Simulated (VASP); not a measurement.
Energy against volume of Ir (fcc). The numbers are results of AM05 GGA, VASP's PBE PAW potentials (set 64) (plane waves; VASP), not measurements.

| V (Å³/atom) | E (eV/atom) |
|---|---|
| 13.133 | -9.46704 |
| 13.552 | -9.52196 |
| 13.971 | -9.53949 |
| 14.391 | -9.52587 |
| 14.810 | -9.48634 |

**Question.** Fit a third-order Birch-Murnaghan equation of state.

**Answer.** 
```yaml
volume_per_atom: 13.98 Å³/atom
bulk_modulus: 394 GPa
pressure_derivative_of_the_bulk_modulus: 5.11
lattice_constant_a: 3.825 Å
```

Measured: bulk modulus 365 GPa at 0 K (computed value off by +7.9 %), as given by H. Levämäki et al., Physical Review B (2014), arXiv:1402.3671 [corrected for temperature and zero-point phonon effects]; a 3.831 Å at 0 K (computed value off by -0.2 %), as given by Daniel Mejia-Rodriguez et al., Physical Review B (2018), arXiv:1807.09216 [static lattice: zero-point anharmonic expansion removed].

The compound is Ir in the fcc structure. It was relaxed first.
